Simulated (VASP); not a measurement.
Output of a VASP run:

OSZICAR:
```
...
DAV:   8    -0.133594839882E+02    0.50217E-04   -0.97372E-05  2464   0.170E-01    0.106E-02
DAV:   9    -0.133594843600E+02   -0.37175E-06   -0.12753E-06  1430   0.120E-02
   3 F= -.13359484E+02 E0= -.13359224E+02  d E =-.673906E+00
       N       E                     dE             d eps       ncg     rms          rms(c)
DAV:   1    -0.133873513719E+02   -0.27867E-01   -0.40466E-01  2402   0.931E+00    0.128E+00
DAV:   2    -0.133681745393E+02    0.19177E-01   -0.24304E-01  2054   0.403E+00    0.588E-01
DAV:   3    -0.133616089688E+02    0.65656E-02   -0.31367E-02  2192   0.174E+00    0.190E-01
DAV:   4    -0.133606932595E+02    0.91571E-03   -0.34682E-03  2158   0.783E-01    0.658E-02
DAV:   5    -0.133606362429E+02    0.57017E-04   -0.21384E-04  2504   0.198E-01    0.483E-02
DAV:   6    -0.133606175794E+02    0.18664E-04   -0.81471E-05  2448   0.166E-01    0.923E-03
DAV:   7    -0.133606159055E+02    0.16739E-05   -0.62908E-06  2138   0.331E-02    0.404E-03
DAV:   8    -0.133606159253E+02   -0.19843E-07   -0.80706E-07  1086   0.110E-02
   4 F= -.13360616E+02 E0= -.13360359E+02  d E =-.675038E+00
       N       E                     dE             d eps       ncg     rms          rms(c)
DAV:   1    -0.133728743466E+02   -0.12258E-01   -0.18739E-01  2400   0.636E+00    0.866E-01
DAV:   2    -0.133639590009E+02    0.89153E-02   -0.11088E-01  2050   0.273E+00    0.396E-01
DAV:   3    -0.133609828341E+02    0.29762E-02   -0.14274E-02  2196   0.118E+00    0.130E-01
DAV:   4    -0.133605582115E+02    0.42462E-03   -0.15428E-03  2160   0.529E-01    0.438E-02
DAV:   5    -0.133605355379E+02    0.22674E-04   -0.85185E-05  2504   0.127E-01    0.330E-02
DAV:   6    -0.133605275860E+02    0.79519E-05   -0.37607E-05  2448   0.113E-01    0.627E-03
DAV:   7    -0.133605268300E+02    0.75594E-06   -0.25174E-06  1142   0.209E-02
   5 F= -.13360527E+02 E0= -.13360272E+02  d E =-.674949E+00
       N       E                     dE             d eps       ncg     rms          rms(c)
DAV:   1    -0.133883062619E+02   -0.27779E-01   -0.43334E-01  2402   0.977E+00    0.126E+00
DAV:   2    -0.133672240012E+02    0.21082E-01   -0.23709E-01  2060   0.403E+00    0.553E-01
DAV:   3    -0.133614478901E+02    0.57761E-02   -0.29290E-02  2176   0.167E+00    0.202E-01
DAV:   4    -0.133604557214E+02    0.99217E-03   -0.30530E-03  2196   0.753E-01    0.645E-02
DAV:   5    -0.133604080260E+02    0.47695E-04   -0.13545E-04  2420   0.192E-01    0.434E-02
DAV:   6    -0.133603886527E+02    0.19373E-04   -0.49079E-05  2528   0.111E-01    0.791E-03
DAV:   7    -0.133603880833E+02    0.56936E-06   -0.18910E-06  1170   0.145E-02
   6 F= -.13360388E+02 E0= -.13360130E+02  d E =0.138747E-03
       N       E                     dE             d eps       ncg     rms          rms(c)
DAV:   1    -0.133708173133E+02   -0.10429E-01   -0.15402E-01  2400   0.576E+00    0.784E-01
DAV:   2    -0.133634856173E+02    0.73317E-02   -0.91475E-02  2050   0.248E+00    0.359E-01
DAV:   3    -0.133610386240E+02    0.24470E-02   -0.11790E-02  2194   0.107E+00    0.118E-01
DAV:   4    -0.133606897325E+02    0.34889E-03   -0.12637E-03  2160   0.478E-01    0.395E-02
DAV:   5    -0.133606715078E+02    0.18225E-04   -0.68332E-05  2488   0.113E-01    0.299E-02
DAV:   6    -0.133606651861E+02    0.63218E-05   -0.30995E-05  2446   0.103E-01    0.567E-03
DAV:   7    -0.133606645659E+02    0.62021E-06   -0.20472E-06  1118   0.186E-02
   7 F= -.13360665E+02 E0= -.13360408E+02  d E =-.137736E-03
```

**OUTCAR**
```
------------------------ aborting loop because EDIFF is reached ----------------------------------------
  FORCE on cell =-STRESS in cart. coord.  units (eV):
  Direction    XX          YY          ZZ          XY          YZ          ZX
  --------------------------------------------------------------------------------------
  Total        0.0109750      0.0109750      0.0109750      0.0000000     -0.0000000     -0.0000000
  in kB        0.5648444      0.5648444      0.5648444      0.0000000     -0.0000000     -0.0000000
  external PRESSURE =       0.5648444 kB  Pullay stress =       0.0000000 kB
  volume of cell :       31.13
      direct lattice vectors                 reciprocal lattice vectors
     0.000000000  2.496812534  2.496812534    -0.200255323  0.200255323  0.200255323
     2.496812534 -0.000000000  2.496812534     0.200255323 -0.200255323  0.200255323
     2.496812534  2.496812534  0.000000000     0.200255323  0.200255323 -0.200255323
 POSITION                                       TOTAL-FORCE (eV/Angst)
 -----------------------------------------------------------------------------------
      0.00000      0.00000      0.00000         0.000000      0.000000     -0.000000
      2.49681      2.49681      2.49681         0.000000      0.000000      0.000000
 -----------------------------------------------------------------------------------
    total drift:                                0.000000      0.000000      0.000000
  FREE ENERGIE OF THE ION-ELECTRON SYSTEM (eV)
  ---------------------------------------------------
  free  energy   TOTEN  =       -13.3606645659 eV

  energy  without entropy=      -13.3598957472  energy(sigma->0) =      -13.36040829

 reached required accuracy - stopping structural energy minimisation
```
(Selected blocks of OUTCAR.)

**POSCAR**
```
GeRh
1
    0.0000000000     2.6889710000     2.6889710000
    2.6889710000     0.0000000000     2.6889710000
    2.6889710000     2.6889710000     0.0000000000
Ge Rh
1 1
Direct
  0.0000000000   0.0000000000   0.0000000000
  0.5000000000   0.5000000000   0.5000000000
```

**Question.** Reconstruct the remaining input files.

**Answer.** Several could match; the one computed here: the input of the run itself, PBEsol GGA, plane waves, VASP's PBE PAW potentials (set 64).

INCAR:
```
LMAXMIX  =  4   # l cut-off of mixed one-centre charges
LWAVE  =  .FALSE.
GGA  =  PS   # PBEsol
ENCUT  =  400
EDIFFG  =  -0.01   # ionic stop
ISIF  =  3   # ions, shape and volume
LASPH  =  .TRUE.   # aspherical one-centre terms
SYSTEM  =  GeRh
LREAL  =  .FALSE.
EDIFF  =  1E-6
PREC  =  Accurate
NELM  =  100
LCHARG  =  .FALSE.
ALGO  =  Normal   # blocked Davidson
NSW  =  60
IBRION  =  2
SIGMA  =  0.1   # width (eV)
ISMEAR  =  1   # Methfessel-Paxton
```

**KPOINTS**
```
Automatic mesh
0
Gamma
11 11 11
0 0 0
```

POTCAR, in this order: Ge_d Rh_pv (PBE.64 set). Program: vasp_std.

Energy and stress use the plane-wave basis of the starting cell.

The structure was generated: GeRh was put into the rocksalt type (Fm-3m), which need not be its known phase. This run relaxes it. Symmetry was kept, so distortions that lower it aren't found. The electron count is odd and the run is not spin-polarised, which forces a metal.
